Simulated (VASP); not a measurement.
**SiRh (relaxed from the WC structure, space group P-6m2): computed properties**

All values below come from PBEsol GGA, VASP's PBE PAW potentials (set 64) (plane waves; VASP).

For SiRh, the space group is P-6m2 (187), the cell is a = 3.492 Å, b = 3.492 Å, c = 2.721 Å, α = 90.00°, β = 90.00°, γ = 120.00° and the volume per atom comes out as 14.36 Å³/atom. The band gap (over mesh and band path) comes out as none (metal, semimetal or under 0.01 eV), the band gap with spin-orbit coupling is none (metallic) and the density is 7.57 g/cm³.

```cif
data_RhSi
_chemical_formula_sum 'Rh1 Si1'
_space_group_name_H-M_alt 'P 1'
_space_group_IT_number 1
_cell_length_a 3.49168
_cell_length_b 3.49168
_cell_length_c 2.72085
_cell_angle_alpha 90.000
_cell_angle_beta 90.000
_cell_angle_gamma 120.000
loop_
_space_group_symop_operation_xyz
  'x, y, z'
loop_
_atom_site_label
_atom_site_type_symbol
_atom_site_fract_x
_atom_site_fract_y
_atom_site_fract_z
_atom_site_occupancy
Rh1 Rh 0.00000 0.00000 0.00000 1
Si1 Si 0.66667 0.33333 0.50000 1
```

The structure was generated: SiRh was put into the WC type (P-6m2), which need not be its known phase. It was relaxed first. Symmetry was kept, so distortions that lower it aren't found. The electron count is odd and the run is not spin-polarised, which forces a metal.
